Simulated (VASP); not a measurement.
## Gap, carriers and strain in Be2Sn (Fm-3m)

Wanted: where the band edges of Be2Sn lie, how heavy the carriers are and how strain moves the gap. The cell is generated by rule, not measured, and may not be a known phase.

Main program and level: VASP 6.6.1; PBEsol; plane waves and PAW (Sn_d, Be), in the first sound run; inputs show where later runs differ.

This is a report of a sequence of runs, with most program output left out.

The structure was built from a prototype and need not be the compound's stable phase.

### 1. The structure

It takes space group Fm-3m (No. 225, cubic). The conventional cell has a = 5.661 Å, b = 5.661 Å, c = 5.661 Å, α = 90.00°, β = 90.00°, γ = 90.00°. Sn has 8 Be at 2.45 Å nearest. Nearest to Be lie 4 Sn at 2.45 Å. Farther neighbours are not listed.

Coordinates:

```
Sn Be
1.0
     0.00000    2.83063    2.83063
     2.83063    0.00000    2.83063
     2.83063    2.83063    0.00000
Sn Be
1 2
Direct
  0.00000 0.00000 0.00000
  0.25000 0.25000 0.25000
  0.75000 0.75000 0.75000
```

### 2. Relaxation of the atoms

The cell is kept as given; the atoms are relaxed first, so that no residual force shifts the band edges.

Contents of INCAR:

```
SYSTEM = Be2Sn
PREC = Accurate
ENCUT = 400
EDIFF = 1E-06
NELM = 100
ISMEAR = 0
SIGMA = 0.02
LREAL = .FALSE.
ALGO = Normal
GGA = PS
NBANDS = 15
LORBIT = 11
LWAVE = .FALSE.
LCHARG = .FALSE.
KPAR = 4
IBRION = 2
NSW = 40
ISIF = 2
EDIFFG = -0.005
```

Contents of POSCAR:

```
Be2Sn
1.0
    0.0000000000      2.8306300000      2.8306300000
    2.8306300000      0.0000000000      2.8306300000
    2.8306300000      2.8306300000      0.0000000000
Sn Be
1 2
Direct
    0.0000000000      0.0000000000      0.0000000000
    0.2500000000      0.2500000000      0.2500000000
    0.7500000000      0.7500000000      0.7500000000
```

Contents of KPOINTS:

```
Automatic mesh
0
Gamma
8 8 8
0 0 0
```

The projector-augmented-wave data sets are Sn_d and Be (PBE family, release 64).

Run with:

```console
mpirun -np 4 vasp_std
```

It took 2.8 s on 4 MPI ranks of AMD EPYC 9R45, shared host; peak memory 0.51 GiB.

The PAW data sets were made with PBE, which is usual practice but a small mismatch for other functionals. The run keeps the 48 symmetry operations of its start, so it cannot find a distortion of lower symmetry.

The forces vanish from the start, and no atom moves.

Numbers from this step:

* SCF cycles: 11
* electrons: 18
* bands: 15
* irreducible k-points: 29
* symmetry operations: 48
* free energy (TOTEN): -10.68 eV
* energy at zero smearing: -10.68 eV
* Fermi energy: 7.639 eV
* pressure: 4.399 GPa
* metallic: yes

### 3. Bands on a dense mesh

A dense even mesh and a path are solved together, since either alone can miss a band edge.

Edit INCAR of step 2 so:

```diff
@@ -10,3 +10,3 @@
 GGA = PS
-NBANDS = 15
+NBANDS = 22
 LORBIT = 11
@@ -15,5 +15,2 @@
 KPAR = 4
-IBRION = 2
-NSW = 40
 ISIF = 2
-EDIFFG = -0.005
```

POSCAR is that of step 2.

Contents of KPOINTS:

```
Automatic mesh
0
Gamma
12 12 12
0 0 0
```

Contents of KPOINTS_OPT:

```
Line mode
24
Line-mode
Reciprocal
  0.00000000   0.00000000   0.00000000 GAMMA
  0.50000000   0.00000000   0.50000000 X

  0.50000000   0.00000000   0.50000000 X
  0.50000000   0.25000000   0.75000000 W

  0.50000000   0.25000000   0.75000000 W
  0.37500000   0.37500000   0.75000000 K

  0.37500000   0.37500000   0.75000000 K
  0.00000000   0.00000000   0.00000000 GAMMA

  0.00000000   0.00000000   0.00000000 GAMMA
  0.50000000   0.50000000   0.50000000 L

  0.50000000   0.50000000   0.50000000 L
  0.62500000   0.25000000   0.62500000 U

  0.62500000   0.25000000   0.62500000 U
  0.50000000   0.25000000   0.75000000 W

  0.50000000   0.25000000   0.75000000 W
  0.50000000   0.50000000   0.50000000 L

  0.50000000   0.50000000   0.50000000 L
  0.37500000   0.37500000   0.75000000 K

  0.62500000   0.25000000   0.62500000 U
  0.50000000   0.00000000   0.50000000 X
```

Run with:

```console
mpirun -np 4 vasp_std
```

It took 20 s on 4 MPI ranks; peak memory 0.74 GiB.

This step gave:

```yaml
bands: 22
irreducible_k_points: 72
fermi_energy: 7.631 eV
pressure: 4.530 GPa
```

Electronic bands along the path, in eV, zero at the Fermi level; # counts the bands kept:

| point | #1 | #2 | #3 | #4 | #5 | #6 | #7 | #8 |
| --- | --- | --- | --- | --- | --- | --- | --- | --- |
| Γ | -11.82 | 0.74 | 0.74 | 0.74 | 1.04 | 1.04 | 1.04 | 4.15 |
| 0.52 of the way | -10.72 | -2.91 | -2.67 | -2.67 | 0.04 | 1.79 | 4.93 | 4.93 |
| X | -8.63 | -6.46 | -3.82 | -3.82 | -0.34 | 0.50 | 7.05 | 7.05 |
| 0.48 of the way | -8.56 | -6.24 | -4.44 | -4.28 | 0.64 | 1.66 | 5.50 | 7.16 |
| W | -8.48 | -5.51 | -5.51 | -4.72 | 2.88 | 2.88 | 4.36 | 4.71 |
| 0.48 of the way | -8.56 | -5.84 | -5.44 | -4.04 | 1.39 | 3.61 | 4.08 | 6.22 |
| K | -8.63 | -5.96 | -5.54 | -3.25 | 0.33 | 3.40 | 5.02 | 6.25 |
| 0.48 of the way | -10.60 | -4.18 | -3.56 | -0.79 | 1.88 | 1.93 | 4.10 | 4.71 |
| Γ | -11.82 | 0.74 | 0.74 | 0.74 | 1.04 | 1.04 | 1.04 | 4.15 |
| 0.48 of the way | -11.13 | -3.83 | -0.76 | -0.76 | 2.03 | 2.03 | 2.26 | 4.50 |
| L | -9.56 | -7.15 | -1.39 | -1.39 | 1.44 | 1.44 | 2.17 | 4.15 |
| 0.48 of the way | -9.27 | -6.80 | -3.42 | -2.27 | 0.97 | 2.86 | 3.96 | 5.55 |
| U | -8.63 | -5.96 | -5.54 | -3.25 | 0.33 | 3.40 | 5.02 | 6.25 |
| 0.52 of the way | -8.56 | -5.84 | -5.44 | -4.04 | 1.39 | 3.61 | 4.08 | 6.22 |
| W | -8.48 | -5.51 | -5.51 | -4.72 | 2.88 | 2.88 | 4.36 | 4.71 |
| 0.48 of the way | -9.11 | -6.60 | -3.91 | -2.98 | 1.91 | 2.14 | 4.98 | 6.04 |
| L | -9.56 | -7.15 | -1.39 | -1.39 | 1.44 | 1.44 | 2.17 | 4.15 |
| 0.48 of the way | -9.27 | -6.80 | -3.42 | -2.27 | 0.97 | 2.86 | 3.96 | 5.55 |
| K | -8.63 | -5.96 | -5.54 | -3.25 | 0.33 | 3.40 | 5.02 | 6.25 |
| jump to U | -8.63 | -5.96 | -5.54 | -3.25 | 0.33 | 3.40 | 5.02 | 6.25 |
| 0.48 of the way | -8.60 | -6.33 | -4.58 | -3.66 | 0.00 | 1.40 | 6.27 | 6.80 |
| X | -8.63 | -6.46 | -3.82 | -3.82 | -0.34 | 0.50 | 7.05 | 7.05 |

Of the projections kept (Sn, Be), the largest for each band there; the rest of the weight can lie on other orbitals:

```
point       #1       #2       #3       #4       #5       #6       #7       #8
    Γ  Sn 0.68  Be 0.76  Be 0.76  Be 0.76  Sn 0.84  Sn 0.84  Sn 0.84  Be 1.00
    X  Sn 0.82  Be 0.53  Sn 0.54  Sn 0.54  Be 0.77  Sn 0.75  Be 0.85  Be 0.85
    W  Sn 0.84  Be 0.52  Be 0.52  Sn 0.52  Be 0.77  Be 0.77  Sn 0.51  Sn 0.99
    K  Sn 0.82  Be 0.52  Sn 0.50  Sn 0.55  Be 0.68  Sn 0.50  Be 0.82  Be 0.81
    Γ  Sn 0.68  Be 0.76  Be 0.76  Be 0.76  Sn 0.84  Sn 0.84  Sn 0.84  Be 1.00
    L  Sn 0.77  Be 0.52  Sn 0.62  Sn 0.62  Be 0.74  Be 0.74  Be 0.55  Be 0.99
```

At 4.5 GPa the cell is away from the equilibrium volume of this level: left free, it would expand.

### 4. Bands with spin-orbit coupling

This step: PBEsol, spin-orbit coupling; plane waves and PAW (Sn_d, Be); invented cell (VASP 6.6.1).

Spin-orbit coupling can split and shift the band edges, more so for heavy elements, so the bands are solved again with spinors.

Edit INCAR of step 3 so:

```diff
@@ -10,3 +10,8 @@
 GGA = PS
-NBANDS = 22
+LNONCOLLINEAR = .TRUE.
+MAGMOM = 0 0 0 0 0 0 0 0 0
+NBANDS = 30
+GGA_COMPAT = .FALSE.
+LASPH = .TRUE.
+LSORBIT = .TRUE.
 LORBIT = 11
```

POSCAR is that of step 3.

Contents of KPOINTS:

```
Automatic mesh
0
Gamma
8 8 8
0 0 0
```

Edit KPOINTS_OPT of step 3 so:

```diff
@@ -1,3 +1,3 @@
 Line mode
-24
+16
 Line-mode
```

Run with:

```console
mpirun -np 4 vasp_ncl
```

The job ended after 42 s (4 MPI ranks; peak memory 1 GiB).

LASPH is on here and off in the session's scalar semilocal runs, so a comparison with those holds both changes.

This step gave:

```
SCF cycles              : 12
bands                   : 30
irreducible k-points    : 29
free energy (TOTEN)     : -10.74 eV
energy at zero smearing : -10.74 eV
Fermi energy            : 7.642 eV
pressure                : 4.405 GPa
```

The spin moment in the PAW sphere vanishes on all atoms.

On-site spin-orbit energy by atom:

```csv
atom,on-site spin-orbit energy (eV)
Sn1,-0.113
Be2,0.000
Be3,0.000
```

Electronic bands along the path, in eV, zero at the Fermi level; # counts the bands kept:

```
          point     #3     #4     #5     #6     #7     #8     #9    #10
              Γ   0.58   0.58   0.71   0.71   0.71   0.71   0.76   0.76
0.53 of the way  -3.12  -3.12  -2.77  -2.77  -2.64  -2.64   0.01   0.01
              X  -6.49  -6.49  -3.93  -3.93  -3.73  -3.73  -0.35  -0.35
0.47 of the way  -6.27  -6.27  -4.47  -4.47  -4.24  -4.24   0.58   0.58
              W  -5.62  -5.62  -5.44  -5.44  -4.72  -4.72   2.87   2.87
0.47 of the way  -5.87  -5.87  -5.44  -5.44  -4.07  -4.07   1.42   1.42
              K  -6.00  -6.00  -5.54  -5.54  -3.26  -3.26   0.31   0.31
0.47 of the way  -4.30  -4.30  -3.65  -3.65  -0.87  -0.87   1.82   1.82
              Γ   0.58   0.58   0.71   0.71   0.71   0.71   0.76   0.76
0.53 of the way  -4.36  -4.36  -1.03  -1.03  -0.78  -0.78   1.93   1.93
              L  -7.17  -7.17  -1.54  -1.54  -1.26  -1.26   1.41   1.41
0.47 of the way  -6.84  -6.84  -3.38  -3.38  -2.24  -2.24   0.98   0.98
              U  -6.00  -6.00  -5.54  -5.54  -3.26  -3.26   0.31   0.31
0.53 of the way  -5.87  -5.87  -5.44  -5.44  -4.07  -4.07   1.42   1.42
              W  -5.62  -5.62  -5.44  -5.44  -4.72  -4.72   2.87   2.87
0.53 of the way  -6.73  -6.73  -3.63  -3.63  -2.74  -2.74   1.79   1.79
              L  -7.17  -7.17  -1.54  -1.54  -1.26  -1.26   1.41   1.41
0.47 of the way  -6.84  -6.84  -3.38  -3.38  -2.24  -2.24   0.98   0.98
              K  -6.00  -6.00  -5.54  -5.54  -3.26  -3.26   0.31   0.31
      jump to U  -6.00  -6.00  -5.54  -5.54  -3.26  -3.26   0.31   0.31
0.47 of the way  -6.34  -6.34  -4.63  -4.63  -3.66  -3.66  -0.01  -0.01
              X  -6.49  -6.49  -3.93  -3.93  -3.73  -3.73  -0.35  -0.35
```

Of the projections kept (Sn, Be), the largest for each band there; the rest of the weight can lie on other orbitals:

```
point       #3       #4       #5       #6       #7       #8       #9      #10
    Γ  Sn 0.85  Sn 0.85  Be 0.76  Be 0.76  Be 0.76  Be 0.76  Be 0.76  Be 0.76
    X  Be 0.53  Be 0.53  Sn 0.55  Sn 0.55  Sn 0.53  Sn 0.53  Be 0.77  Be 0.77
    W  Be 0.51  Be 0.51  Be 0.52  Be 0.52  Sn 0.52  Sn 0.52  Be 0.77  Be 0.77
    K  Be 0.52  Be 0.52  Sn 0.50  Sn 0.50  Sn 0.55  Sn 0.55  Be 0.68  Be 0.68
    Γ  Sn 0.85  Sn 0.85  Be 0.76  Be 0.76  Be 0.76  Be 0.76  Be 0.76  Be 0.76
    L  Be 0.52  Be 0.52  Sn 0.63  Sn 0.63  Sn 0.61  Sn 0.61  Be 0.74  Be 0.74
```

### 5. Orbitals for bands with HSE06

This step: PBE; plane waves and PAW (Sn_d, Be); invented cell (VASP 6.6.1).

The hybrid starts from PBE orbitals, which saves many expensive cycles.

Contents of INCAR:

```
SYSTEM = Be2Sn
PREC = Accurate
ENCUT = 400
EDIFF = 1E-05
NELM = 100
ISMEAR = 0
SIGMA = 0.02
LREAL = .FALSE.
ALGO = Normal
GGA = PE
NBANDS = 15
LORBIT = 11
LWAVE = .TRUE.
LCHARG = .FALSE.
KPAR = 4
```

POSCAR is that of step 4.

Contents of KPOINTS:

```
Automatic mesh
0
Gamma
4 4 4
0 0 0
```

Run with:

```console
mpirun -np 4 vasp_std
```

Elapsed: 1.6 s, on 4 MPI ranks; peak memory 0.48 GiB; 4.3 s of CPU time.

The k-mesh is coarse for a metal.

Numbers from this step:

- SCF cycles: 11
- bands: 15
- irreducible k-points: 8
- free energy (TOTEN): -9.515 eV
- Fermi energy: 7.489 eV
- pressure: 6.389 GPa

The run ends at a pressure of 6.39 GPa.

### 6. Bands with HSE06

This step: HSE06; plane waves and PAW (Sn_d, Be); invented cell (VASP 6.6.1).

A quarter of screened exact exchange corrects much of the semilocal gap error; its cost forces a coarser mesh.

Contents of INCAR:

```
SYSTEM = Be2Sn
PREC = Accurate
ENCUT = 400
EDIFF = 1E-06
NELM = 100
ISMEAR = 0
SIGMA = 0.02
LREAL = .FALSE.
ALGO = Normal
LHFCALC = .TRUE.
AEXX = 0.25
GGA = PE
HFSCREEN = 0.2
LASPH = .TRUE.
NBANDS = 15
PRECFOCK = Fast
LORBIT = 11
LWAVE = .FALSE.
LCHARG = .FALSE.
KPAR = 4
ISIF = 2
```

POSCAR is that of step 5.

KPOINTS is that of step 5.

Edit KPOINTS_OPT of step 4 so:

```diff
@@ -1,3 +1,3 @@
 Line mode
-16
+8
 Line-mode
```

The run starts from files that an earlier step left in the folder.

Run with:

```console
mpirun -np 4 vasp_std
```

Elapsed: 2.6 min, on 4 MPI ranks; peak memory 0.91 GiB; 10 min of CPU time.

The k-mesh is coarse for exact exchange; in a metal the Fermi energy and the levels can shift by several tenths of an eV on a finer one.

This step gave:

- SCF cycles: 8
- free energy (TOTEN): -10.35 eV
- Fermi energy: 7.550 eV
- pressure: 5.448 GPa

The electronic bands at the labelled points (eV, zero at the Fermi level; # counts the bands kept):

```csv
point,#1,#2,#3,#4,#5,#6,#7
Γ,1.04,1.04,1.04,1.26,1.26,1.26,4.97
0.57 of the way,-3.69,-3.18,-3.18,0.20,2.09,6.08,6.08
X,-7.28,-4.23,-4.23,-0.18,1.00,8.07,8.07
0.43 of the way,-7.07,-4.83,-4.64,0.75,2.00,6.62,8.17
W,-6.17,-6.17,-5.17,3.47,3.47,5.17,5.37
0.43 of the way,-6.53,-6.04,-4.56,2.01,4.35,4.65,6.86
K,-6.70,-6.15,-3.59,0.68,4.07,5.83,7.18
0.57 of the way,-3.69,-3.15,-0.16,1.95,2.70,4.32,5.30
Γ,1.04,1.04,1.04,1.26,1.26,1.26,4.97
0.57 of the way,-5.16,-1.01,-1.01,2.37,2.37,2.84,5.24
L,-8.00,-1.51,-1.51,1.88,1.88,2.78,4.95
0.43 of the way,-7.68,-3.44,-2.34,1.49,3.19,4.42,6.24
U,-6.70,-6.15,-3.59,0.68,4.07,5.83,7.18
0.57 of the way,-6.53,-6.04,-4.56,2.01,4.35,4.65,6.86
W,-6.17,-6.17,-5.17,3.47,3.47,5.17,5.37
0.43 of the way,-7.26,-4.63,-3.51,2.51,2.77,6.05,6.95
L,-8.00,-1.51,-1.51,1.88,1.88,2.78,4.95
0.57 of the way,-7.44,-4.36,-2.73,1.24,3.92,5.22,6.47
K,-6.70,-6.15,-3.59,0.68,4.07,5.83,7.18
jump to U,-6.70,-6.15,-3.59,0.68,4.07,5.83,7.18
0.43 of the way,-7.09,-5.20,-4.02,0.30,2.11,7.07,7.74
X,-7.28,-4.23,-4.23,-0.18,1.00,8.07,8.07
```

Of the projections kept (Sn, Be), the largest for each band there; the rest of the weight can lie on other orbitals:

```
point       #1       #2       #3       #4       #5       #6       #7
    Γ  Be 0.76  Be 0.76  Be 0.76  Sn 0.85  Sn 0.85  Sn 0.85  Be 1.00
    X  Be 0.52  Sn 0.55  Sn 0.55  Be 0.77  Sn 0.77  Be 0.85  Be 0.85
    W  Be 0.51  Be 0.51  Sn 0.53  Be 0.76  Be 0.76  Sn 0.53  Sn 0.99
    K  Be 0.52  Sn 0.51  Sn 0.56  Be 0.68  Sn 0.53  Be 0.82  Be 0.80
    Γ  Be 0.76  Be 0.76  Be 0.76  Sn 0.85  Sn 0.85  Sn 0.85  Be 1.00
    L  Be 0.51  Sn 0.63  Sn 0.63  Be 0.74  Be 0.74  Be 0.54  Be 0.99
```

### 7. What came out

```json
{"gap, PBEsol": "none", "gap with spin-orbit coupling": "none", "gap, HSE06 without spin-orbit coupling": "none"}
```

In words: At this level the bands overlap or touch. Masses were not obtained, since there is no gap at this level. The strain response was not obtained, since there is no gap at this level.

[Lines on the potential files, build, host, timing and source positions are cut from VASP's logs without a mark.]

[Logs are printed without paths, hosts, clocks, repeated set-up lines and the standing remarks that a program may print on its own settings, such as how far it seeks lower states.]

[Hosts, paths, dates, database ids (printed as entryN), source tags and the programs' standing remarks are cut or masked in the printed files.]

[In band tables of VASP the shares of atoms and orbitals are scaled to a sum of 1 inside the atoms' spheres.]

[Gaps and slopes under strain along one axis are those of the sampled path and mesh points; where strain splits equal valleys, another of them can be the edge.]
